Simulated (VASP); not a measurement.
```xyz
4
Lattice="3.7521 0.0000 0.0000 0.0000 3.7521 0.0000 0.0000 0.0000 5.3023" Properties=species:S:1:pos:R:3 pbc="T T T"
Ba     1.8760     1.8760     2.6512
Sr     0.0000     0.0000     0.0000
O      1.8760     1.8760     0.0000
O      0.0000     0.0000     2.6512
```

Computed with LDA (Ceperley-Alder, Perdew-Zunger), VASP's LDA PAW potentials (set 64) (plane waves; VASP). Settings: 520 eV cut-off, 5×5×4 Γ-centred mesh, Gaussian smearing of 0.050 eV, potentials Ba_sv Sr_sv O.

Task: Estimate the energy per atom (σ→0).

Result: 
```
Property                       Result
---------------------  --------------
energy per atom (σ→0)  -6.562 eV/atom
```

Total energies compare only between runs with the same potentials, cut-off and functional.

The structure comes from a computed database's BaSrO2 entry (P4/mmm); how it stands against other phases isn't given here. It was relaxed first, which changed the volume by -7 %. The start is the result of an earlier pass.
